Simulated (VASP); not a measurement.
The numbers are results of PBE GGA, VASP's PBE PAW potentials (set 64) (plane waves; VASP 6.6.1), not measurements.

VASP input:

**POSCAR**
```
SnO
1
    0.0000000000     2.7387857422     2.7387857422
    2.7387857422     0.0000000000     2.7387857422
    2.7387857422     2.7387857422     0.0000000000
Sn O
1 1
Direct
  0.0000000000   0.0000000000   0.0000000000
  0.2500000000   0.2500000000   0.2500000000
```

File KPOINTS:
```
Automatic mesh
0
Gamma
13 13 13
0 0 0
```

### INCAR
```
! general
SYSTEM  = SnO
PREC    = Accurate
ENCUT   = 520
LREAL   = .False.
LASPH   = .True.

! electronic loop
EDIFF   = 1E-7   ! SCF stop (eV)
NELM    = 100   ! most electronic steps
ALGO    = Normal   ! blocked Davidson
LMAXMIX = 4   ! l cut-off of mixed one-centre charges

! smearing
ISMEAR  = -5

! functional
GGA     = PE   ! PBE

! ions
ISIF    = 2   ! forces and stress, cell fixed

! output
LWAVE   = .False.
LCHARG  = .True.
LORBIT  = 11
NEDOS   = 601
```

POTCAR, in this order: Sn_d O (PBE.64 set). Program: vasp_std.

What VASP printed:

File OSZICAR:
```
       N       E                     dE             d eps       ncg     rms          rms(c)
DAV:   1     0.158153790265E+03    0.15815E+03   -0.10700E+04  2394   0.196E+03
DAV:   2     0.433964546925E+01   -0.15381E+03   -0.14915E+03  2634   0.450E+02
DAV:   3    -0.122667761150E+02   -0.16606E+02   -0.16523E+02  2772   0.130E+02
DAV:   4    -0.126712718012E+02   -0.40450E+00   -0.40436E+00  2586   0.233E+01
DAV:   5    -0.126840872264E+02   -0.12815E-01   -0.12815E-01  3112   0.402E+00    0.873E+00
DAV:   6    -0.107625936508E+02    0.19215E+01   -0.15474E+01  3352   0.529E+01    0.541E+00
DAV:   7    -0.104859493456E+02    0.27664E+00   -0.29750E+00  2498   0.106E+01    0.142E+00
DAV:   8    -0.104617767074E+02    0.24173E-01   -0.13145E-01  2394   0.327E+00    0.578E-01
DAV:   9    -0.104572560218E+02    0.45207E-02   -0.23432E-02  3282   0.143E+00    0.176E-01
DAV:  10    -0.104577263309E+02   -0.47031E-03   -0.12212E-02  3414   0.852E-01    0.174E-01
DAV:  11    -0.104572851031E+02    0.44123E-03   -0.46295E-03  3248   0.465E-01    0.283E-02
DAV:  12    -0.104572631267E+02    0.21976E-04   -0.25026E-04  2452   0.123E-01    0.121E-02
DAV:  13    -0.104572649313E+02   -0.18045E-05   -0.10440E-05  2586   0.289E-02    0.315E-03
DAV:  14    -0.104572668783E+02   -0.19470E-05   -0.16589E-06  2906   0.973E-03    0.188E-03
DAV:  15    -0.104572659976E+02    0.88069E-06   -0.23505E-07  1838   0.387E-03    0.475E-04
DAV:  16    -0.104572658919E+02    0.10566E-06   -0.29119E-08  1230   0.153E-03    0.828E-05
DAV:  17    -0.104572659221E+02   -0.30210E-07   -0.45714E-09  1212   0.876E-04
   1 F= -.10457266E+02 E0= -.10457266E+02  d E =0.000000E+00
```

### OUTCAR
```
------------------------ aborting loop because EDIFF is reached ----------------------------------------
  FORCE on cell =-STRESS in cart. coord.  units (eV):
  Direction    XX          YY          ZZ          XY          YZ          ZX
  --------------------------------------------------------------------------------------
  Total        0.0207404      0.0207404      0.0207404     -0.0000000     -0.0000000      0.0000000
  in kB        0.8087660      0.8087660      0.8087660     -0.0000000     -0.0000000      0.0000000
  external PRESSURE =       0.8087660 kB  Pullay stress =       0.0000000 kB
  volume of cell :       41.09
      direct lattice vectors                 reciprocal lattice vectors
     0.000000000  2.738785742  2.738785742    -0.182562656  0.182562656  0.182562656
     2.738785742  0.000000000  2.738785742     0.182562656 -0.182562656  0.182562656
     2.738785742  2.738785742  0.000000000     0.182562656  0.182562656 -0.182562656
 POSITION                                       TOTAL-FORCE (eV/Angst)
 -----------------------------------------------------------------------------------
      0.00000      0.00000      0.00000         0.000000      0.000000     -0.000000
      1.36939      1.36939      1.36939        -0.000000     -0.000000      0.000000
 -----------------------------------------------------------------------------------
    total drift:                               -0.000000     -0.000000     -0.000000
  FREE ENERGIE OF THE ION-ELECTRON SYSTEM (eV)
  ---------------------------------------------------
  free  energy   TOTEN  =       -10.4572659221 eV

  energy  without entropy=      -10.4572659221  energy(sigma->0) =      -10.45726592

 total charge

# of ion       s       p       d       tot
------------------------------------------
    1        1.368   0.639  10.008  12.015
    2        1.612   3.290   0.000   4.902
--------------------------------------------------
tot          2.979   3.930  10.008  16.916
```
(Selected blocks of OUTCAR.)

For a metal the tetrahedron method with Blöchl corrections gives inexact stress and forces.

The structure was generated: SnO was put into the zinc blende type (F-43m), which need not be its known phase. It was relaxed first, which changed the volume by +55 %.
